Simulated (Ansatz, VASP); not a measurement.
# InP in two plane-wave programs, part 2 of 2

Aim: how closely do two programs agree when they are given the same cell, functional and k mesh? The cell is taken from a series of runs on this material, whose earlier steps may have relaxed, scaled, displaced or heated it; both programs get it as it stands.

VASP 6.6.1 and Ansatz 0.2.0.

So far: The structure; VASP: relaxation of cell and atoms, PBE; Ansatz: relaxation of cell and atoms, PBE; Side by side.

## Step 5: VASP: zone-centre phonons, PBE

Level of this step: PBE; plane waves and PAW (In_d, P) (VASP).

Second derivatives magnify differences that forces hide, and they need a tight electronic threshold.

INCAR

```
SYSTEM = InP
PREC = Accurate
ENCUT = 500
EDIFF = 1E-08
NELM = 120
ISMEAR = 0
SIGMA = 0.01
LREAL = .FALSE.
ALGO = Normal
GGA = PE
NBANDS = 15
LORBIT = 11
LWAVE = .FALSE.
LCHARG = .FALSE.
ISIF = 2
IBRION = 8
LEPSILON = .TRUE.
LASPH = .TRUE.
GGA_COMPAT = .FALSE.
EFERMI = MIDGAP
KPAR = 2
```

POSCAR

```
InP
1.0
    0.0000000000      2.9798598439      2.9798598439
    2.9798598439      0.0000000000      2.9798598439
    2.9798598439      2.9798598439      0.0000000000
In P
1 1
Direct
    0.0000000000      0.0000000000      0.0000000000
    0.2500000000      0.2500000000      0.2500000000
```

KPOINTS

```
Automatic mesh
0
Gamma
20 20 20
0 0 0
```

PAW data sets: In_d and P (PBE family, release 64).

Started as:

```sh
$ mpirun -np 2 vasp_std
```

Numbers of over 12 decimals in the logs are rounded to 6 here.

What it wrote:

```text
[... set-up lines as in an earlier step ...]
 entering main loop
       N       E                     dE             d eps       ncg     rms          rms(c)
DAV:   1     0.112308837027E+03    0.11231E+03   -0.82631E+03  7730   0.127E+03
DAV:   2    -0.102410006265E+01   -0.11333E+03   -0.10891E+03  8317   0.305E+02
DAV:   3    -0.859354554659E+01   -0.75694E+01   -0.75276E+01  9906   0.794E+01
DAV:   4    -0.879915338478E+01   -0.20561E+00   -0.20552E+00  9835   0.144E+01
[...]
DAV:  14    -0.840864321638E+01   -0.37154E-06   -0.53305E-07  8800   0.643E-03    0.183E-03
DAV:  15    -0.840864316798E+01    0.48395E-07   -0.22137E-08 10424   0.108E-03    0.160E-03
DAV:  16    -0.840864316811E+01   -0.13233E-09   -0.35975E-09  6430   0.374E-04
   1 F= -.84086432E+01 E0= -.84086432E+01  d E =0.000000E+00
 Linear response reoptimize wavefunctions to high precision
DAV:   1    -0.840864317533E+01   -0.72205E-08   -0.89348E-10  7046   0.270E-04
DAV:   2    -0.840864317532E+01    0.10914E-10   -0.10598E-10  5100   0.836E-05
 Linear response G [H, r] |phi>, progress :
  Direction:   1
[...]
RMM:  15    -0.234679100591E+00   -0.41371E-09    0.73879E-08 58622   0.322E-05    0.186E-06
 first order change of Fermi-energy  -0.63379E+00
 force on displaced ion       1 direction 1 :  -7.209   0.000   0.000
 Born effective charge ion    1 direction 1 :   2.623   0.000   0.000
 Linear response progress:
  Degree of freedom:   2/  2
       N       E                     dE             d eps       ncg     rms          rms(c)
RMM:   1    -0.502391908561E-01   -0.50239E-01    0.37635E-02 72787   0.172E+00
RMM:   2    -0.482754780237E-01    0.19637E-02   -0.55032E-04 56912   0.602E-01    0.141E-01
RMM:   3    -0.488542433433E-01   -0.57877E-03   -0.13263E-03 65239   0.253E-01    0.567E-02
RMM:   4    -0.491731298368E-01   -0.31889E-03   -0.16981E-04 65724   0.986E-02    0.181E-02
[...]
RMM:   8    -0.492207150217E-01   -0.30821E-05   -0.19362E-07 64846   0.171E-03    0.350E-04
RMM:   9    -0.492204646338E-01    0.25039E-06    0.48276E-07 73393   0.609E-04    0.279E-04
RMM:  10    -0.492204549274E-01    0.97065E-08   -0.98193E-08 63958   0.248E-04    0.922E-05
 first order change of Fermi-energy   0.63400E+00
 force on displaced ion       2 direction 1 :  -7.186   0.000   0.000
 Born effective charge ion    2 direction 1 :  -2.627   0.000   0.000
 Born effective charges drift removed
 Linear response finished
```

OUTCAR, selected parts (step 5):

```text
  Total       -0.0139357     -0.0139357     -0.0139357      0.0000000      0.0000000      0.0000000
  in kB       -0.4219121     -0.4219121     -0.4219121      0.0000000      0.0000000      0.0000000
  external PRESSURE =      -0.4219121 kB  Pullay stress =       0.0000000 kB

 POSITION                                       TOTAL-FORCE (eV/Angst)
 -----------------------------------------------------------------------------------
      0.00000      0.00000      0.00000         0.000000      0.000000      0.000000
      1.48993      1.48993      1.48993        -0.000000     -0.000000      0.000000
 -----------------------------------------------------------------------------------
    total drift:                               -0.000000     -0.000000     -0.000000

 MACROSCOPIC STATIC DIELECTRIC TENSOR (including local field effects in DFT)
 ------------------------------------------------------
          12.441411     0.000000     0.000000
          -0.000000    12.441411     0.000000
          -0.000000    -0.000000    12.441411
 ------------------------------------------------------

 MACROSCOPIC STATIC DIELECTRIC TENSOR IONIC CONTRIBUTION
 ------------------------------------------------------
           3.268626     0.000000    -0.000000
           0.000000     3.268626     0.000000
          -0.000000     0.000000     3.268626
 ------------------------------------------------------

[... 2 further parts left out ...]
```

With a direct gap this small, the dielectric response converges slowly with the mesh, so tensor and charges are uncertain; a mesh that holds the point of the least gap tends to give too large a tensor.

## Step 6: Ansatz: zone-centre phonons, PBE

The same cell, functional and mesh now go to Ansatz.

The cell is taken from a series of runs on this material, whose earlier steps may have relaxed, scaled, displaced or heated it; both programs get it as it stands.

input.yaml

```yaml
crystal:
  lattice:
    - [0.0, 2.9798598439, 2.9798598439]
    - [2.9798598439, 0.0, 2.9798598439]
    - [2.9798598439, 2.9798598439, 0.0]
  atoms:
    - { symbol: In, position: [0.0, 0.0, 0.0] }
    - { symbol: P, position: [0.25, 0.25, 0.25] }
kpoints:
  mp_grid: { grid: [20, 20, 20] }
hamiltonian:
  xc: pbe
  pseudopotentials: { kind: paw, azcp: { folder: soft_1 } }
scf:
  occupations: { method: fixed }
output:
  eigenvalues: true
phonons:
  method: dfpt
  qmesh: [2, 2, 2]
  temperatures: { t_max: 1000, t_step: 50 }
  qpath:
    path:
      - [[0.0, 0.0, 0.0], [-0.5, -0.5, 0.0], [-0.375, -0.375, 0.25]]
      - [[-0.375, 0.0, 0.375], [0.0, 0.0, 0.0], [0.0, 0.0, 0.5], [-0.5, -0.25, 0.25], [-0.5, -0.5, 0.0]]
    npoints: 10
basis:
  ecutwfc: 360
```

Started as:

```sh
$ ansatz run input.yaml --threads 4 --pin off --max-ram 10240MiB --backend cpu --events-out ev --progress --plain --runs-dir out
```

What it wrote:

```text
Warning: basis.ecutwfc = 360 eV is below the records' recommended 420 eV, and the density's cutoff is lower with it unless basis.ecutrho_ratio is high enough to keep the records' density cutoff: compare with a run at a higher cutoff
[...]
largest difference from the sums on the solved wave vectors: F 6.76e-2 eV, S 9.99e-5 and C_V 3.22e-5 eV/K
  zero-point energy: 0.072507 eV/cell   skipped modes (ω ≤ 0): 3   left out of the sums: 8.57e-5 of the cell's modes: C_V's classical limit lies that fraction below 3 k_B per atom; for a crystal, a wire or a layer, F and S can be off by more, and a phonons.interpolated_qmesh denser along its periods is the remedy for the sampling
[key lines of the parts left out:]
SCF converged after 9 iterations
Free energy (F): -6354.075136 eV
Fermi energy:    6.408150 eV
```

## Step 7: Side by side

What differs besides the data sets and the points named for the pairs above, as far as they apply: fixed occupations in Ansatz, narrow Gaussian smearing in VASP; VASP's run holds the zone centre alone; VASP's response is taken on the typed mesh, Ansatz refines its own for the field response alone; the cutoff is 360 eV in Ansatz and 500 eV in VASP; Ansatz's log warns that its cutoff lies below the recommended one. Total energies have different zeros and are not compared.

Compared:

```tsv
quantity	Ansatz	VASP	difference
ε∞ xx	11.88	12.44	-4.53 %
ε∞ yy	11.88	12.44	-4.53 %
ε∞ zz	11.88	12.44	-4.53 %
Born charge of In1 (mean of the diagonal) (e)	2.60	2.62	-0.02
Born charge of P2 (mean of the diagonal) (e)	-2.60	-2.62	+0.02
optical mode 1 to 3 (cm⁻¹)	284.1	283.1	+0.35 %
```

Modes are paired by rising frequency, not by their patterns, so a pair may set unlike modes beside each other; they are those without the splitting of longitudinal modes.

## Step 8: Summary of results

```json
{
 "difference in volume (relaxation of cell and atoms, PBE)": "0.16 %",
 "r.m.s. difference of the optical zone-centre modes, each program's sorted by frequency (zone-centre phonons, PBE)": "0.99 cm⁻¹",
 "difference in ε∞ xx (zone-centre phonons, PBE)": "-4.5 %"
}
```

What this shows: The difference in volume is 0.16 % (relaxation of cell and atoms, PBE), within the 1.2 % picked in this series as the mark of a large difference, as far as the stopping tolerances let one tell. Among the rows given in per cent, the largest difference of the zone-centre phonons, PBE pair is in ε∞ xx, -4.5 %. Such differences can come from data sets, numerical settings and the points named under the comparisons, not from the functional's error against experiment.

[Lines on the potential files, build, host, timing and source positions are cut from VASP's logs without a mark.]

[Logs are printed without paths, hosts, clocks, repeated set-up lines and the standing remarks that a program may print on its own settings, such as how far it seeks lower states.]

[Hosts, paths, dates, database ids (printed as entryN), source tags and the programs' standing remarks are cut or masked in the printed files.]
